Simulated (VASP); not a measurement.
```
CoGe
1.0
    2.86997     0.00000     0.00000
    0.00000     2.86997     0.00000
    0.00000     0.00000     2.86997
Co Ge
1 1
Direct
  0.00000   0.00000   0.00000
  0.50000   0.50000   0.50000
```
Starting moments (μB, in the order of the record's atoms Co Ge): 3.0 0.0.

Calculation: PBE GGA, VASP's PBE PAW potentials (set 64) (plane waves; VASP 6.6.1). Numerical set-up: 400 eV cut-off, 8×8×8 Γ-centred mesh, first-order Methfessel-Paxton smearing of 0.10 eV, potentials Co Ge_d.

Gaps are read on the run's mesh, which can miss a band edge.

Q: Predict the cell moment, energy per atom (σ→0), pressure, band gap (on the k-mesh) with the smallest direct gap where there is one.

A: 
The band gap (on the k-mesh) comes out as none (metal, semimetal or under 0.01 eV) and the cell moment comes out as 0.84 μB. The energy per atom (σ→0) is -5.776 eV/atom and the pressure is 10.71 GPa.

Q: Give the moment on each site (PAW-sphere projection).

A: 
| site | moment (μB) |
|---|---|
| Co1 | 0.80 |
| Ge2 | 0.04 |

Total energies compare only between runs with the same potentials, cut-off and functional.

The structure was generated: CoGe was put into the CsCl type (Pm-3m), which need not be its known phase. The cell was not relaxed at this level. The run is one of a series of settings (KPOINTS 8×8×8 Γ-centred mesh against the base run), some of them coarse on purpose.
